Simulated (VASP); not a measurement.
Calculation: TPSS meta-GGA, VASP's PBE PAW potentials (set 64) (plane waves; VASP 6.6.1).

The input files of a VASP run:

File KPOINTS:
```
Automatic mesh
0
Gamma
13 13 10
0 0 0
```

POSCAR:
```
HfB2
3.1334260
  0.5000000004  -0.8660254782   0.0000000000
  0.5000000004   0.8660254782   0.0000000000
  0.0000000000   0.0000000000   1.1062953450
Hf B
1 2
Cart
  0.0000000000   0.0000000000   0.0000000000
  0.5000000004   0.2886757367   0.5531476725
  0.5000000004  -0.2886757367   0.5531476725
```

### INCAR
```
SYSTEM = HfB2
PREC = Accurate
ENCUT = 520
EDIFF = 1E-7
NELM = 100
ALGO = Normal
LREAL = .FALSE.
LASPH = .TRUE.
ISMEAR = -5
METAGGA = TPSS
LMIXTAU = .TRUE.
LMAXMIX = 6
LWAVE = .FALSE.
LCHARG = .FALSE.
LORBIT = 11
NEDOS = 601
ISIF = 2
LEFG = .TRUE.
```

File KPOINTS_OPT:
```
k-points along high-symmetry lines
6
Line-mode
Reciprocal
  0.000000   0.000000   0.000000 ! GAMMA
 -0.000000   0.500000   0.000000 ! M

 -0.000000   0.500000   0.000000 ! M
 -0.333333   0.666667   0.000000 ! K

 -0.333333   0.666667   0.000000 ! K
  0.000000   0.000000   0.000000 ! GAMMA

  0.000000   0.000000   0.000000 ! GAMMA
  0.000000   0.000000   0.500000 ! A

  0.000000   0.000000   0.500000 ! A
 -0.000000   0.500000   0.500000 ! L

 -0.000000   0.500000   0.500000 ! L
 -0.333333   0.666667   0.500000 ! H

 -0.333333   0.666667   0.500000 ! H
  0.000000   0.000000   0.500000 ! A

 -0.000000   0.500000   0.500000 ! L
 -0.000000   0.500000   0.000000 ! M

 -0.333333   0.666667   0.500000 ! H
 -0.333333   0.666667   0.000000 ! K
```

POTCAR, in this order: Hf_pv B (PBE.64 set). Program: vasp_std.

Unless said otherwise, spin-orbit coupling is left out, though it shifts the bands of the heavy elements here.

Question: Estimate the energy per atom (σ→0), band gap (over mesh and band path).

Answer: 
```yaml
energy per atom (σ→0): -10.223 eV/atom
band gap (over mesh and band path): none (metal, semimetal or under 0.01 eV)
```

### OSZICAR
```
...
DAV:  13    -0.306668836325E+02   -0.16145E-02   -0.10101E-03  3256   0.395E-01    0.197E-01
DAV:  14    -0.306674599435E+02   -0.57631E-03   -0.24640E-04  3316   0.211E-01    0.111E-01
DAV:  15    -0.306675238716E+02   -0.63928E-04   -0.24992E-05  3616   0.707E-02    0.120E-02
DAV:  16    -0.306675282567E+02   -0.43851E-05   -0.13318E-06  3860   0.122E-02    0.718E-03
DAV:  17    -0.306675270357E+02    0.12211E-05   -0.39957E-07  3724   0.658E-03    0.494E-03
DAV:  18    -0.306675270578E+02   -0.22142E-07   -0.45741E-08  1908   0.201E-03
   1 F= -.30667527E+02 E0= -.30667527E+02  d E =0.000000E+00
       N       E                     dE             ncg
```

The compound is HfB2 in the AlB2 type structure. It was relaxed first.
